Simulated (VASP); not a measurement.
OSZICAR of a VASP run on MnO (rock salt, AFM-II order):

OSZICAR:
```
       N       E                     dE             d eps       ncg     rms          rms(c)
DAV:   1     0.469065516616E+03    0.46907E+03   -0.22805E+04  3576   0.234E+03
DAV:   2     0.363027476153E+02   -0.43276E+03   -0.43070E+03  3548   0.631E+02
DAV:   3    -0.334964917389E+02   -0.69799E+02   -0.69176E+02  5248   0.204E+02
DAV:   4    -0.376781167430E+02   -0.41816E+01   -0.40470E+01  4024   0.472E+01
DAV:   5    -0.377982352618E+02   -0.12012E+00   -0.11880E+00  4088   0.847E+00    0.200E+01
DAV:   6    -0.331939866279E+02    0.46042E+01   -0.53433E+01  4584   0.633E+01    0.166E+01
DAV:   7    -0.331282016028E+02    0.65785E-01   -0.40842E+00  4404   0.251E+01    0.102E+01
DAV:   8    -0.331173866435E+02    0.10815E-01   -0.10597E+00  4192   0.901E+00    0.492E+00
DAV:   9    -0.331047990593E+02    0.12588E-01   -0.15230E-01  4744   0.502E+00    0.636E-01
DAV:  10    -0.331094077011E+02   -0.46086E-02   -0.29847E-02  3940   0.138E+00    0.200E-01
DAV:  11    -0.331095572748E+02   -0.14957E-03   -0.12751E-03  4188   0.387E-01    0.941E-02
DAV:  12    -0.331096123517E+02   -0.55077E-04   -0.39063E-05  4180   0.750E-02    0.389E-02
DAV:  13    -0.331096311582E+02   -0.18806E-04   -0.37960E-05  4040   0.449E-02    0.148E-02
DAV:  14    -0.331096340371E+02   -0.28789E-05   -0.60784E-06  3328   0.244E-02    0.632E-03
DAV:  15    -0.331096342381E+02   -0.20097E-06   -0.54366E-07  2212   0.835E-03
   1 F= -.33109634E+02 E0= -.33109634E+02  d E =-.997147E-12  mag=     0.0000
```

Q: Which electronic solver shows in the log?

A: It is blocked Davidson (ALGO = Normal, or the opening steps of other solvers). The INCAR had ALGO = Normal.

Q: How was spin treated?

A: Collinear spin (ISPIN = 2): the summary line carries one mag value, 0.00 μB in the cell.

Q: Can the final energy be trusted as converged?

A: Self-consistency was reached. It stopped with EDIFF = 1E-6, NELM = 100 (PBE GGA, plane waves, VASP's PBE PAW potentials (set 64)).

The compound is MnO in the rock salt, AFM-II order structure. The cell was not relaxed at this level. The run is one of a series of settings (NBANDS = 20 against the base run), some of them coarse on purpose.
